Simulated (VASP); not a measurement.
Consider the following.

```
BaTiO3
1.0
    3.95894     0.00000     0.00000
    0.00000     3.95894     0.00000
    0.00000     0.00000     3.95894
Ba Ti O
1 1 3
Direct
  0.00000   0.00000   0.00000
  0.50000   0.50000   0.50000
  0.50000   0.00000   0.50000
  0.00000   0.50000   0.50000
  0.50000   0.50000   0.00000
```

Calculation: PBE GGA, VASP's PBE PAW potentials (set 64) (plane waves; VASP). Run with 620 eV cut-off, 6×6×6 Γ-centred mesh, Gaussian smearing of 0.050 eV, potentials Ba_sv Ti_sv O.

Energy and stress use the plane-wave basis of the starting cell.

Task: The ions, cell shape and volume at an external pressure of 20.0 GPa are relaxed. Predict the relaxed structure.

Result: 
```
BaTiO3
1.0
    3.90190     0.00000     0.00000
    0.00000     3.90190     0.00000
    0.00000     0.00000     3.90190
Ba Ti O
1 1 3
Direct
  0.00000   0.00000   0.00000
  0.50000   0.50000   0.50000
  0.50000   0.00000   0.50000
  0.00000   0.50000   0.50000
  0.50000   0.50000   0.00000
```
Space group Pm-3m (221), at a tolerance of 0.03 Å.

Task: How do energy and volume change from the first to the last step?

Result: The energy (σ→0) changes by +48.5 meV/atom and the volume by -4.3 %, in 3 ionic steps.

| step | E(σ→0) (eV) | max force (eV/Å) | pressure (GPa) | volume (Å³) |
|---|---|---|---|---|
| 1 | -39.8829 | 0.000 | 10.01 | 62.05 |
| 2 | -38.9001 | 0.000 | 39.95 | 55.35 |
| 3 | -39.6404 | 0.000 | 19.79 | 59.41 |

The compound is BaTiO3 in the cubic perovskite structure, the ideal cubic form; the compound distorts at low or room temperature. This run relaxes it under an external pressure of 20 GPa. Symmetry was kept, so distortions that lower it aren't found.
